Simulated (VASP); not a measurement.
# A VASP study of SnSe2 (r2SCAN + rVV10): structure first, properties next, part 2 of 2

What structure and properties does r2SCAN + rVV10 give SnSe2, and how near are they to the measured ones? The start is a cell from a database of measured crystal structures.

VASP 6.6.1, plane waves and PAW; the level of theory is named at each step.

So far, least gap on mesh and path (eV): step 5 (bands along the symmetry lines (r2SCAN + rVV10)) 0.921. The relaxed cell has a = 3.829, c = 6.221 Å (conventional setting).

## 8. Optical spectrum (r2SCAN + rVV10)

LOPTICS sums transitions from filled to empty bands. NBANDS is raised for it.

Contents of INCAR:

```
SYSTEM = SnSe2
PREC = Accurate
ENCUT = 400
EDIFF = 1E-06
NELM = 100
ISMEAR = 0
SIGMA = 0.05
LREAL = .FALSE.
ALGO = Normal
METAGGA = R2SCAN
LUSE_VDW = .TRUE.
IVDW_NL = 2
BPARAM = 11.95
CPARAM = 0.0093
LASPH = .TRUE.
NBANDS = 37
LORBIT = 11
LWAVE = .FALSE.
LCHARG = .FALSE.
KPAR = 2
LOPTICS = .TRUE.
NEDOS = 1500
CSHIFT = 0.1
```

Contents of POSCAR:

```
SnSe2
1.0
    3.8293282261      0.0000000000      0.0000000000
   -1.9146641130      3.3162955232      0.0000000000
    0.0000000000      0.0000000000      6.2212929374
Sn Se
1 2
Direct
    0.0000000000      0.0000000000      0.0000000000
    0.3333333333      0.6666666667      0.2535250628
    0.6666666667      0.3333333333      0.7464749372
```

Contents of KPOINTS:

```
Automatic mesh
0
Gamma
10 10 6
0 0 0
```

Potentials, in the order of the species: Sn_d and Se (PBE family, release 64).

Command:

```bash
mpirun -np 2 vasp_std
```

It took 2.5 min on 2 MPI ranks of Intel Xeon 6975P-C (Granite Rapids), shared host; peak memory 0.75 GiB; 4.9 min of CPU time.

These are independent-particle spectra without excitons or local fields, and fine structure depends on the mesh and on CSHIFT.

Numbers from this step:

* bands: 37
* irreducible k-points: 72
* Fermi energy: 3.864 eV
* pressure: 0.01211 GPa

The imaginary dielectric function has structure finer than the step of the table below, so its rows give means over 1 eV, whole bins alone (the curve runs from 0 to 25.0 eV). Peaks (eV: height): xx 3.6: 13.7, 4.3: 13.7, 5.6: 14.8, 8.8: 5.49; zz 2.0: 8.50, 5.6: 16.5, 6.1: 15.0, 9.0: 5.11.

The imaginary dielectric function by photon energy; means over each step:

| photon energy (eV) | xx | zz |
| --- | --- | --- |
| 1 | 0.380 | 0.598 |
| 2 | 3.88 | 6.45 |
| 3 | 8.12 | 5.44 |
| 4 | 12.7 | 4.83 |
| 5 | 12.9 | 11.6 |
| 6 | 9.94 | 13.8 |
| 7 | 4.64 | 6.30 |
| 8 | 3.23 | 3.29 |
| 9 | 4.12 | 4.17 |
| 10 | 2.54 | 3.19 |
| 11 | 1.72 | 1.81 |
| 12 | 1.37 | 1.32 |
| 13 | 1.05 | 1.06 |
| 14 | 0.919 | 0.765 |
| 15 | 0.681 | 0.524 |
| 16 | 0.474 | 0.457 |
| 17 | 0.359 | 0.376 |
| 18 | 0.310 | 0.324 |
| 19 | 0.259 | 0.265 |
| 20 | 0.206 | 0.214 |
| 21 | 0.191 | 0.179 |
| 22 | 0.147 | 0.154 |
| 23 | 0.134 | 0.136 |
| 24 | 0.115 | 0.114 |

The real dielectric function by photon energy:

| photon energy (eV) | xx | zz |
| --- | --- | --- |
| 0 | 10.4 | 10.0 |
| 1 | 11.4 | 11.2 |
| 2 | 13.4 | 11.0 |
| 3 | 13.7 | 6.13 |
| 4 | 7.30 | 8.03 |
| 5 | 3.81 | 11.9 |
| 6 | -2.74 | 0.479 |
| 7 | -3.26 | -4.65 |
| 8 | -1.05 | -1.51 |
| 9 | -2.30 | -1.29 |
| 10 | -2.08 | -2.32 |
| 11 | -1.26 | -1.72 |
| 12 | -1.18 | -1.08 |
| 13 | -0.787 | -1.19 |
| 14 | -0.667 | -0.663 |
| 15 | -0.635 | -0.582 |
| 16 | -0.397 | -0.281 |
| 17 | -0.119 | -0.0914 |
| 18 | -0.0151 | 0.0202 |
| 19 | 0.0822 | 0.0460 |
| 20 | 0.185 | 0.188 |
| 21 | 0.270 | 0.266 |
| 22 | 0.325 | 0.322 |
| 23 | 0.402 | 0.397 |
| 24 | 0.444 | 0.453 |

The mean of ε2 over directions passes 5 % of its top at 1.37 eV, against a least direct gap of 1.48 eV on this mesh; what lies under the gap is the tail of the broadening by CSHIFT. The indirect gap (0.92 eV in the band run) doesn't show, since phonons are left out.

## 9. Bands along the symmetry lines (r2SCAN + rVV10 + SOC)

This step: r2SCAN with rVV10, spin-orbit coupling; plane waves and PAW (Sn_d, Se) (VASP 6.6.1).

Levels along the symmetry lines show where the bands peak and cross; KPOINTS_OPT computes them in the converged potential. Spin-orbit coupling needs spinors and the noncollinear program, where each band holds one electron.

Edit INCAR of step 8 so:

```diff
@@ -15,3 +15,7 @@
 LASPH = .TRUE.
-NBANDS = 37
+LNONCOLLINEAR = .TRUE.
+MAGMOM = 0 0 0 0 0 0 0 0 0
+NBANDS = 38
+GGA_COMPAT = .FALSE.
+LSORBIT = .TRUE.
 LORBIT = 11
@@ -20,4 +24 @@
 KPAR = 2
-LOPTICS = .TRUE.
-NEDOS = 1500
-CSHIFT = 0.1
```

POSCAR is that of step 8.

Contents of KPOINTS:

```
Automatic mesh
0
Gamma
6 6 3
0 0 0
```

Contents of KPOINTS_OPT:

```
Line mode
16
Line-mode
Reciprocal
  0.00000000   0.00000000   0.00000000 GAMMA
  0.50000000   0.00000000   0.00000000 M

  0.50000000   0.00000000   0.00000000 M
  0.33333333   0.33333333   0.00000000 K

  0.33333333   0.33333333   0.00000000 K
  0.00000000   0.00000000   0.00000000 GAMMA

  0.00000000   0.00000000   0.00000000 GAMMA
  0.00000000   0.00000000   0.50000000 A

  0.00000000   0.00000000   0.50000000 A
  0.50000000   0.00000000   0.50000000 L

  0.50000000   0.00000000   0.50000000 L
  0.33333333   0.33333333   0.50000000 H

  0.33333333   0.33333333   0.50000000 H
  0.00000000   0.00000000   0.50000000 A

  0.50000000   0.00000000   0.50000000 L
  0.50000000   0.00000000   0.00000000 M

  0.33333333   0.33333333   0.00000000 K
  0.33333333   0.33333333   0.50000000 H
```

Command:

```bash
mpirun -np 2 vasp_ncl
```

Run time: 11 min. Hardware: 2 MPI ranks; peak memory 1.1 GiB; 21 min of CPU time.

This step gave:

```yaml
bands: 38
irreducible_k_points: 17
free_energy_toten: -54.0441 eV
fermi_energy: 3.956 eV
pressure: 0.09995 GPa
least_gap_on_mesh_and_path: 0.8890 eV
least_direct_gap_on_mesh_and_path: 1.418 eV
valence_top_at_k: 0.1333, 0, 0
```

On-site spin-orbit energy by atom:

| atom | on-site spin-orbit energy (eV) |
| --- | --- |
| Sn1 | -0.0844 |
| Se2 | -0.0427 |
| Se3 | -0.0427 |

Electronic bands along the path, in eV, zero at the valence-band top; v1 is the highest filled band, c1 the lowest empty one:

| point | v4 | v3 | v2 | v1 | c1 | c2 | c3 | c4 |
| --- | --- | --- | --- | --- | --- | --- | --- | --- |
| Γ | -0.23 | -0.23 | -0.08 | -0.08 | 1.34 | 1.34 | 3.44 | 3.44 |
| 0.47 of the way | -0.32 | -0.32 | -0.06 | -0.06 | 2.28 | 2.28 | 4.26 | 4.26 |
| M | -1.32 | -1.32 | -0.32 | -0.32 | 1.35 | 1.35 | 4.15 | 4.15 |
| 0.47 of the way | -1.37 | -1.37 | -1.16 | -1.16 | 1.61 | 1.61 | 5.42 | 5.42 |
| K | -1.64 | -1.64 | -1.59 | -1.59 | 1.43 | 1.43 | 6.70 | 6.70 |
| 0.53 of the way | -1.13 | -1.13 | -0.16 | -0.16 | 2.39 | 2.39 | 5.13 | 5.13 |
| Γ | -0.23 | -0.23 | -0.08 | -0.08 | 1.34 | 1.34 | 3.44 | 3.44 |
| 0.47 of the way | -0.42 | -0.42 | -0.15 | -0.15 | 2.13 | 2.13 | 3.43 | 3.43 |
| A | -0.34 | -0.34 | -0.07 | -0.07 | 2.75 | 2.75 | 3.37 | 3.37 |
| 0.53 of the way | -1.43 | -1.43 | -0.46 | -0.46 | 1.77 | 1.77 | 4.89 | 4.89 |
| L | -0.96 | -0.96 | -0.67 | -0.67 | 0.95 | 0.95 | 4.53 | 4.53 |
| 0.53 of the way | -0.68 | -0.68 | -0.47 | -0.47 | 1.94 | 1.94 | 4.87 | 4.87 |
| H | -0.50 | -0.50 | -0.41 | -0.41 | 2.57 | 2.57 | 4.85 | 4.85 |
| 0.53 of the way | -1.01 | -1.01 | -0.78 | -0.78 | 2.37 | 2.37 | 4.84 | 4.84 |
| A | -0.34 | -0.34 | -0.07 | -0.07 | 2.75 | 2.75 | 3.37 | 3.37 |
| jump to L | -0.96 | -0.96 | -0.67 | -0.67 | 0.95 | 0.95 | 4.53 | 4.53 |
| 0.53 of the way | -0.96 | -0.96 | -0.48 | -0.48 | 1.00 | 1.00 | 4.35 | 4.35 |
| M | -1.32 | -1.32 | -0.32 | -0.32 | 1.35 | 1.35 | 4.15 | 4.15 |
| jump to K | -1.64 | -1.64 | -1.59 | -1.59 | 1.43 | 1.43 | 6.70 | 6.70 |
| 0.47 of the way | -1.12 | -1.12 | -1.05 | -1.05 | 1.89 | 1.89 | 5.80 | 5.80 |
| H | -0.50 | -0.50 | -0.41 | -0.41 | 2.57 | 2.57 | 4.85 | 4.85 |

Of the projections kept (Sn, Se), the largest for each band there; the rest of the weight can lie on other orbitals:

| point | v4 | v3 | v2 | v1 | c1 | c2 | c3 | c4 |
| --- | --- | --- | --- | --- | --- | --- | --- | --- |
| Γ | Se 0.92 | Se 0.92 | Se 0.87 | Se 0.87 | Se 0.56 | Se 0.56 | Sn 0.60 | Sn 0.60 |
| M | Se 0.87 | Se 0.87 | Se 0.92 | Se 0.92 | Se 0.58 | Se 0.58 | Sn 0.58 | Sn 0.58 |
| K | Se 0.92 | Se 0.92 | Se 0.93 | Se 0.93 | Se 0.58 | Se 0.58 | Se 0.58 | Se 0.58 |
| Γ | Se 0.92 | Se 0.92 | Se 0.87 | Se 0.87 | Se 0.56 | Se 0.56 | Sn 0.60 | Sn 0.60 |
| A | Se 0.91 | Se 0.91 | Se 0.91 | Se 0.91 | Se 0.59 | Se 0.59 | Sn 0.65 | Sn 0.65 |
| L | Se 0.91 | Se 0.91 | Se 0.92 | Se 0.92 | Se 0.56 | Se 0.56 | Se 0.66 | Se 0.66 |

The gap moves by -0.03 eV against r2SCAN with rVV10, which ran on another mesh.

The path shows an indirect gap of 0.89 eV (valence top between Γ and M, conduction bottom between L and M). The least direct gap is 1.42 eV.

## 10. Starting orbitals for the hybrid

This step: r2SCAN; plane waves and PAW (Sn_d, Se) (VASP 6.6.1).

A hybrid converges badly from random orbitals, so a cheap semilocal run writes a WAVECAR on the same mesh first.

Contents of INCAR:

```
SYSTEM = SnSe2
PREC = Accurate
ENCUT = 400
EDIFF = 1E-05
NELM = 100
ISMEAR = 0
SIGMA = 0.05
LREAL = .FALSE.
ALGO = Normal
METAGGA = R2SCAN
LASPH = .TRUE.
NBANDS = 19
LORBIT = 11
LWAVE = .TRUE.
LCHARG = .FALSE.
KPAR = 2
```

POSCAR is that of step 9.

Contents of KPOINTS:

```
Automatic mesh
0
Gamma
4 4 3
0 0 0
```

Command:

```bash
mpirun -np 2 vasp_std
```

Elapsed: 14 s, on 2 MPI ranks; peak memory 0.35 GiB.

A gap read on the k-mesh alone can miss the band edges.

Numbers from this step:

| Item | Value |
| --- | --- |
| SCF cycles | 12 |
| bands | 19 |
| irreducible k-points | 9 |
| free energy (TOTEN) | -54.5229 eV |
| Fermi energy | 3.828 eV |
| pressure | 1.112 GPa |
| valence top at k | 0.25, 0, 0 |
| gap on the k-mesh | 1.037 eV |
| least direct gap on the k-mesh | 1.507 eV |

Force by atom:

| atom | x (eV/Å) | y (eV/Å) | z (eV/Å) | size |
| --- | --- | --- | --- | --- |
| Sn1 | 0.000 | 0.000 | 0.000 | 0.000 |
| Se2 | 0.000 | 0.000 | -0.121 | 0.121 |
| Se3 | 0.000 | 0.000 | 0.121 | 0.121 |

## 11. Bands along the symmetry lines (HSE06)

This step: HSE06; plane waves and PAW (Sn_d, Se) (VASP 6.6.1).

HSE06 mixes in a quarter of exact exchange at short range, at far higher cost; in semiconductors this cures much of the gap error, while metals seldom gain.

Contents of INCAR:

```
SYSTEM = SnSe2
PREC = Accurate
ENCUT = 400
EDIFF = 1E-06
NELM = 100
ISMEAR = 0
SIGMA = 0.05
LREAL = .FALSE.
ALGO = Normal
LHFCALC = .TRUE.
AEXX = 0.25
GGA = PE
HFSCREEN = 0.2
LASPH = .TRUE.
NBANDS = 19
PRECFOCK = Fast
LORBIT = 11
LWAVE = .FALSE.
LCHARG = .FALSE.
KPAR = 2
```

POSCAR is that of step 10.

KPOINTS is that of step 10.

Edit KPOINTS_OPT of step 9 so:

```diff
@@ -1,3 +1,3 @@
 Line mode
-16
+6
 Line-mode
```

The run starts from files that an earlier step left in the folder.

Command:

```bash
mpirun -np 2 vasp_std
```

Wall time 6 min (2 MPI ranks); peak memory 0.55 GiB; 12 min of CPU time.

The k-mesh is coarse for exact exchange; levels may shift by about 0.1 eV on a finer one.

This step gave:

| Property | Result |
| --- | --- |
| SCF cycles | 9 |
| free energy (TOTEN) | -14.50 eV |
| Fermi energy | 3.548 eV |
| least gap on mesh and path | 1.358 eV |
| least direct gap on mesh and path | 1.908 eV |
| valence top at k | 0.06667, 0.06667, 0 |

The electronic bands at the labelled points (eV, zero at the valence-band top; v1 is the highest filled band, c1 the lowest empty one):

| point | v4 | v3 | v2 | v1 | c1 | c2 | c3 | c4 |
| --- | --- | --- | --- | --- | --- | --- | --- | --- |
| Γ | -0.62 | -0.31 | -0.31 | -0.13 | 1.78 | 3.92 | 5.61 | 5.61 |
| 0.60 of the way | -2.84 | -2.21 | -0.47 | -0.13 | 2.40 | 4.86 | 6.37 | 6.71 |
| M | -3.15 | -2.69 | -1.29 | -0.27 | 1.81 | 4.64 | 6.23 | 6.31 |
| 0.60 of the way | -3.53 | -3.09 | -1.54 | -1.36 | 2.11 | 6.59 | 6.61 | 7.46 |
| K | -3.83 | -3.50 | -1.66 | -1.66 | 1.96 | 7.43 | 7.43 | 8.23 |
| 0.60 of the way | -2.92 | -1.07 | -0.86 | -0.05 | 3.08 | 5.44 | 5.61 | 6.44 |
| Γ | -0.62 | -0.31 | -0.31 | -0.13 | 1.78 | 3.92 | 5.61 | 5.61 |
| 0.60 of the way | -0.70 | -0.70 | -0.19 | -0.19 | 2.85 | 3.90 | 5.41 | 5.41 |
| A | -0.73 | -0.73 | -0.14 | -0.14 | 3.27 | 3.84 | 5.32 | 5.32 |
| 0.60 of the way | -2.03 | -2.03 | -1.37 | -0.48 | 2.07 | 5.40 | 6.52 | 6.89 |
| L | -2.50 | -2.14 | -0.88 | -0.70 | 1.42 | 5.04 | 5.65 | 6.67 |
| 0.60 of the way | -3.92 | -3.16 | -0.60 | -0.44 | 2.66 | 5.43 | 5.86 | 6.85 |
| H | -4.41 | -3.90 | -0.42 | -0.42 | 3.17 | 5.45 | 5.45 | 7.07 |
| 0.60 of the way | -2.42 | -1.86 | -0.98 | -0.64 | 2.97 | 5.28 | 6.65 | 6.74 |
| A | -0.73 | -0.73 | -0.14 | -0.14 | 3.27 | 3.84 | 5.32 | 5.32 |
| jump to L | -2.50 | -2.14 | -0.88 | -0.70 | 1.42 | 5.04 | 5.65 | 6.67 |
| 0.60 of the way | -2.87 | -2.63 | -0.99 | -0.42 | 1.52 | 4.80 | 6.48 | 6.60 |
| M | -3.15 | -2.69 | -1.29 | -0.27 | 1.81 | 4.64 | 6.23 | 6.31 |
| jump to K | -3.83 | -3.50 | -1.66 | -1.66 | 1.96 | 7.43 | 7.43 | 8.23 |
| 0.40 of the way | -4.07 | -3.65 | -1.22 | -1.22 | 2.34 | 6.64 | 6.64 | 7.85 |
| H | -4.41 | -3.90 | -0.42 | -0.42 | 3.17 | 5.45 | 5.45 | 7.07 |

Of the projections kept (Sn, Se), the largest for each band there; the rest of the weight can lie on other orbitals:

| point | v4 | v3 | v2 | v1 | c1 | c2 | c3 | c4 |
| --- | --- | --- | --- | --- | --- | --- | --- | --- |
| Γ | Se 0.79 | Se 0.92 | Se 0.92 | Se 0.87 | Se 0.54 | Sn 0.58 | Sn 0.71 | Sn 0.71 |
| M | Se 0.77 | Se 0.69 | Se 0.88 | Se 0.92 | Se 0.55 | Sn 0.57 | Se 0.65 | Sn 0.60 |
| K | Se 0.68 | Se 0.64 | Se 0.93 | Se 0.93 | Se 0.55 | Se 0.60 | Se 0.60 | Sn 0.51 |
| Γ | Se 0.79 | Se 0.92 | Se 0.92 | Se 0.87 | Se 0.54 | Sn 0.58 | Sn 0.71 | Sn 0.71 |
| A | Se 0.80 | Se 0.80 | Se 0.91 | Se 0.91 | Se 0.57 | Sn 0.64 | Sn 0.74 | Sn 0.74 |
| L | Se 0.67 | Se 0.74 | Se 0.91 | Se 0.93 | Se 0.53 | Se 0.67 | Sn 0.64 | Sn 0.50 |

Force by atom:

| atom | x (eV/Å) | y (eV/Å) | z (eV/Å) | size |
| --- | --- | --- | --- | --- |
| Sn1 | 0.000 | 0.000 | 0.000 | 0.000 |
| Se2 | 0.000 | 0.000 | -0.330 | 0.330 |
| Se3 | 0.000 | 0.000 | 0.330 | 0.330 |

The gap moves by +0.44 eV against r2SCAN with rVV10, which ran on another mesh.

## 12. Bands along the symmetry lines (TB-mBJ)

This step: TB-mBJ; plane waves and PAW (Sn_d, Se) (VASP 6.6.1).

The mesh alone shows little of the dispersion and can miss band extrema, so KPOINTS_OPT adds a path through the symmetry points after the self-consistent cycle. TB-mBJ is a local potential fitted to gaps: it costs far less than a hybrid but gives no energy.

Contents of INCAR:

```
SYSTEM = SnSe2
PREC = Accurate
ENCUT = 400
EDIFF = 1E-06
NELM = 150
ISMEAR = 0
SIGMA = 0.05
LREAL = .FALSE.
ALGO = Normal
METAGGA = MBJ
LASPH = .TRUE.
NBANDS = 26
LORBIT = 11
LWAVE = .FALSE.
LCHARG = .FALSE.
KPAR = 2
```

POSCAR is that of step 11.

Contents of KPOINTS:

```
Automatic mesh
0
Gamma
7 7 4
0 0 0
```

Edit KPOINTS_OPT of step 11 so:

```diff
@@ -1,3 +1,3 @@
 Line mode
-6
+16
 Line-mode
```

Command:

```bash
mpirun -np 2 vasp_std
```

It took 75 s on 2 MPI ranks; peak memory 0.43 GiB; 2.4 min of CPU time.

This functional is a potential without an energy, so its energies, forces and stress mean nothing and are not read.

This step gave:

* SCF cycles: 41
* bands: 26
* irreducible k-points: 28
* Fermi energy: 4.118 eV
* least gap on mesh and path: 1.257 eV
* least direct gap on mesh and path: 1.713 eV
* valence top at k: 0.08889, 0.08889, 0
* conduction bottom at k: 0.5, 0, 0.3667
* least direct gap at k: 0, 0.4286, 0.25

The electronic bands at the labelled points (eV, zero at the valence-band top; v1 is the highest filled band, c1 the lowest empty one):

| point | v4 | v3 | v2 | v1 | c1 | c2 | c3 | c4 |
| --- | --- | --- | --- | --- | --- | --- | --- | --- |
| Γ | -0.58 | -0.29 | -0.29 | -0.10 | 1.72 | 3.80 | 5.19 | 5.19 |
| 0.47 of the way | -1.93 | -1.64 | -0.18 | -0.08 | 2.51 | 4.58 | 5.82 | 6.07 |
| M | -2.67 | -2.35 | -1.03 | -0.25 | 1.62 | 4.45 | 5.85 | 6.04 |
| 0.47 of the way | -2.86 | -2.62 | -1.06 | -1.03 | 1.89 | 5.63 | 5.91 | 6.76 |
| K | -3.27 | -3.05 | -1.37 | -1.37 | 1.80 | 6.86 | 6.86 | 7.58 |
| 0.53 of the way | -2.87 | -1.14 | -0.94 | -0.11 | 2.60 | 5.47 | 5.51 | 6.12 |
| Γ | -0.58 | -0.29 | -0.29 | -0.10 | 1.72 | 3.80 | 5.19 | 5.19 |
| 0.47 of the way | -0.63 | -0.63 | -0.21 | -0.21 | 2.38 | 3.80 | 5.07 | 5.07 |
| A | -0.67 | -0.67 | -0.14 | -0.14 | 2.92 | 3.78 | 4.93 | 4.93 |
| 0.53 of the way | -1.66 | -1.65 | -1.22 | -0.37 | 2.05 | 5.17 | 6.20 | 6.25 |
| L | -2.19 | -1.82 | -0.73 | -0.60 | 1.29 | 4.86 | 5.34 | 6.35 |
| 0.53 of the way | -3.22 | -2.56 | -0.53 | -0.40 | 2.19 | 5.18 | 5.66 | 6.21 |
| H | -3.76 | -3.37 | -0.36 | -0.36 | 2.74 | 5.20 | 5.20 | 6.67 |
| 0.53 of the way | -2.32 | -1.67 | -0.85 | -0.65 | 2.55 | 5.14 | 6.30 | 6.32 |
| A | -0.67 | -0.67 | -0.14 | -0.14 | 2.92 | 3.78 | 4.93 | 4.93 |
| jump to L | -2.19 | -1.82 | -0.73 | -0.60 | 1.29 | 4.86 | 5.34 | 6.35 |
| 0.53 of the way | -2.35 | -2.28 | -0.75 | -0.40 | 1.34 | 4.65 | 6.18 | 6.19 |
| M | -2.67 | -2.35 | -1.03 | -0.25 | 1.62 | 4.45 | 5.85 | 6.04 |
| jump to K | -3.27 | -3.05 | -1.37 | -1.37 | 1.80 | 6.86 | 6.86 | 7.58 |
| 0.47 of the way | -3.53 | -3.20 | -0.90 | -0.90 | 2.19 | 6.04 | 6.04 | 7.20 |
| H | -3.76 | -3.37 | -0.36 | -0.36 | 2.74 | 5.20 | 5.20 | 6.67 |

Of the projections kept (Sn, Se), the largest for each band there; the rest of the weight can lie on other orbitals:

| point | v4 | v3 | v2 | v1 | c1 | c2 | c3 | c4 |
| --- | --- | --- | --- | --- | --- | --- | --- | --- |
| Γ | Se 0.81 | Se 0.92 | Se 0.92 | Se 0.90 | Se 0.58 | Sn 0.59 | Sn 0.70 | Sn 0.70 |
| M | Se 0.79 | Se 0.72 | Se 0.90 | Se 0.93 | Se 0.60 | Sn 0.56 | Sn 0.58 | Se 0.64 |
| K | Se 0.71 | Se 0.67 | Se 0.93 | Se 0.93 | Se 0.62 | Se 0.61 | Se 0.61 | Sn 0.50 |
| Γ | Se 0.81 | Se 0.92 | Se 0.92 | Se 0.90 | Se 0.58 | Sn 0.59 | Sn 0.70 | Sn 0.70 |
| A | Se 0.82 | Se 0.82 | Se 0.92 | Se 0.92 | Se 0.61 | Sn 0.63 | Sn 0.73 | Sn 0.73 |
| L | Se 0.70 | Se 0.77 | Se 0.92 | Se 0.93 | Se 0.58 | Se 0.66 | Sn 0.61 | Se 0.51 |

The gap moves by +0.34 eV against r2SCAN with rVV10.

## 13. Summary of results

```yaml
relaxed_volume: 26.34 Å³/atom
relaxed_conventional_cell_a_b_c: 3.829, 3.829, 6.221 Å; angles 90.0, 90.0, 120.0°
space_group_after_relaxing_within_0p02_a: P-3m1 (No. 164)
band_gap: 0.921 eV, indirect (least direct gap of that run 1.46 eV)
gap_among_the_points_of_the_dos_mesh_alone_an_upper_bound: 0.926 eV
highest_zone_centre_mode: 250 cm⁻¹
strongest_peak_of_eps_2_mean_over_directions: 5.56 eV
eps_1_at_zero_frequency_no_local_fields_mean: 10.3
band_gap_r2scan_rvv10_soc: 0.889 eV, indirect (least direct gap of that run 1.42 eV)
band_gap_hse06: 1.36 eV, indirect (least direct gap of that run 1.91 eV)
band_gap_tb_mbj: 1.26 eV, indirect (least direct gap of that run 1.71 eV)
```

**Reading.** With r2SCAN + rVV10, SnSe2 relaxes to 26.34 Å³/atom in space group P-3m1 (held by the symmetry of the run) and has an indirect gap of 0.921 eV (1.36 eV with HSE06). Against the listed cell the volume lies +2.4 % (a +0.5 %, c +1.4 %). Vibrations at Γ (r2SCAN + rVV10): The highest mode in this list at Γ, 250.0 cm⁻¹, has its largest share on Sn (57 % of the kinetic energy). Bands along the symmetry lines (r2SCAN + rVV10 + SOC): The path shows an indirect gap of 0.89 eV (valence top between Γ and M, conduction bottom between L and M). The least direct gap is 1.42 eV. Bands along the symmetry lines (HSE06): The path shows an indirect gap of 1.37 eV (valence top between K and Γ, conduction bottom between L and M). The least direct gap is 1.91 eV. Bands along the symmetry lines (TB-mBJ): The path shows an indirect gap of 1.26 eV (valence top between K and Γ, conduction bottom between L and M). The least direct gap is 1.74 eV. The other levels ran on the cell relaxed with r2SCAN + rVV10, and without spin-orbit coupling unless named. Semilocal functionals usually underestimate gaps. Modes at Γ alone can't show that the crystal is stable at other wave vectors, and the LO-TO splitting is not included. No search among competing phases was made, and a listed structure need not be the one stable at ambient conditions. All values are for a static lattice at zero temperature.

Calculation against experiment:

| quantity | measured | r2SCAN with rVV10 |
| --- | --- | --- |
| lattice constant a (Å) | 3.81043 | 3.829 (+0.5 %) |
| lattice constant c (Å) | 6.13279 | 6.221 (+1.4 %) |
| Raman mode, Eg, approximate position in … (cm⁻¹) | 120 | 123 (+2.3 %) |
| Raman mode, A1g, approximate position … (cm⁻¹) | 190 | 190 (-0.0 %) |

Measured values from pmc:4726434 (2016) and arxiv:1807.04993 (2018).

**Verdict.** The lattice constant a is off by +0.5 %: good agreement. The lattice constant c is off by +1.4 %: fair agreement. The Raman mode is off by +2.3 %: good agreement. The Raman mode matches within 0.05 %: good agreement. The grades are ours: good and fair within 0.7 and 1.5 % for the lattice constant a, 0.8 and 2 % for the lattice constant c and 3 and 7 % for the Raman mode. For lattice constants and Raman mode the calculation has a static lattice, without zero-point motion or thermal expansion (measured at up to 300 K). As a rule both would widen the computed cell, so the excess over experiment is if anything larger than shown.

[Lines on the potential files, build, host, timing and source positions are cut from VASP's logs without a mark.]

[Logs are printed without paths, hosts, clocks, repeated set-up lines and the standing remarks that a program may print on its own settings, such as how far it seeks lower states.]

[Hosts, paths, dates, database ids (printed as entryN), source tags and the programs' standing remarks are cut or masked in the printed files.]

[A measured line is paired with the nearest computed mode of its activity, which favours agreement.]
